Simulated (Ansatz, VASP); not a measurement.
One calculation of NiMoIrPdW, two programs

The input INCAR:

```
PREC = Accurate
ENCUT = 520
EDIFF = 1E-6
ISMEAR = -1
SIGMA = 0.05
LREAL = False
LASPH = True
NELM = 150
ALGO = Fast
ISIF = 2
LWAVE = False
LCHARG = False
ISPIN = 2
MAGMOM = 1 1 0 0.6 0
LORBIT = 11
LMAXMIX = 4
GGA = B5
ALDAX = 1.0
AGGAX = 1.0
AGGAC = 1.0
ALDAC = 0.0
NBANDS = 40
```

The input KPOINTS:

```
Automatic mesh
0
Gamma
  8 8 2
```

POSCAR

```
NiMoIrPdW
1.0
    2.7661600000      0.0000000000      0.0000000000
   -1.3830800000      2.3955700000      0.0000000000
    0.0000000000      0.0000000000     11.0229200000
Ni Mo Pd Ir W
1 1 1 1 1
Direct
    0.3333300000      0.6666700000      0.5971200000
    0.0000000000      0.0000000000      0.4107400000
    0.6666700000      0.3333300000      0.7952000000
    0.6666700000      0.3333300000      0.1996000000
    0.3333300000      0.6666700000      0.9973400000
```

input.yaml

```yaml
crystal:
  lattice:
    - [2.76616, 0.0, 0.0]
    - [-1.38308, 2.39557, 0.0]
    - [0.0, 0.0, 11.02292]
  atoms:
    - { symbol: Ni, position: [0.33333, 0.66667, 0.59712], spin: 1.0 }
    - { symbol: Mo, position: [0.0, 0.0, 0.41074], spin: 1.0 }
    - { symbol: Pd, position: [0.66667, 0.33333, 0.7952] }
    - { symbol: Ir, position: [0.66667, 0.33333, 0.1996], spin: 0.6 }
    - { symbol: W, position: [0.33333, 0.66667, 0.99734] }
kpoints:
  mp_grid: { grid: [8, 8, 2] }
  band_path:
    path:
      - [0.0, 0.0, 0.0]
      - [0.5, 0.0, 0.0]
      - [0.3333333333, 0.3333333333, 0.0]
      - [0.0, 0.0, 0.0]
      - [0.0, 0.0, 0.5]
      - [0.5, 0.0, 0.5]
      - [0.3333333333, 0.3333333333, 0.5]
      - [0.0, 0.0, 0.5]
    npoints: 12
scf:
  occupations: { method: fermi_dirac, width: 0.05 }
hamiltonian:
  xc: blyp
  pseudopotentials: { kind: all_electron, lapw: { basis_error: 0.002 } }
magnetization:
  spin_polarized: true
output:
  forces: true
  stress: true
  eigenvalues: true
```

Alike in both runs: functional BLYP; k mesh 8 × 8 × 2; occupations fermi-dirac, width 0.05 eV; collinear spin.

|  | VASP | Ansatz |
| --- | --- | --- |
| version | VASP 6.6.1 | Ansatz 0.2.0 |
| potentials or method | VASP PAW PBE potentials, release 64 (Ni, Mo_sv, Pd, Ir, W_sv) | all-electron LAPW, scalar-relativistic |
| plane-wave cutoff (eV) | 520 | see its input |
| task | single point | band structure |

```tsv
	VASP	Ansatz	Ansatz less VASP
gap on the k mesh at the Fermi level (eV)	none	none	-
pressure (GPa)	12.8	11.5	-1.30
largest component of the traceless stress (GPa)	0.10	0.01	-0.094
rms of the force components (eV/Å)	0.100	0.078	-0.0219
net moment per atom (μB)	0.00	0.00	0.000
```

Atom by atom the forces differ by 0.025 eV/Å (rms over components). A gap of «none» marks a metal or a gap that the smearing closes. Ansatz ran all-electron here, so the differences hold the error of VASP's frozen core and of both bases.

Caveats: the PAW data sets were made with another functional, which shifts forces and pressure a little (VASP); the k mesh is thin for a metal, which can move the energy by tens of meV per atom (Ansatz); spin-orbit coupling is left out, which moves the levels of the heavy elements (Ansatz); the starting moments weren't kept (Ansatz). Spin-orbit coupling is left out, which matters for the levels of Ir, W.
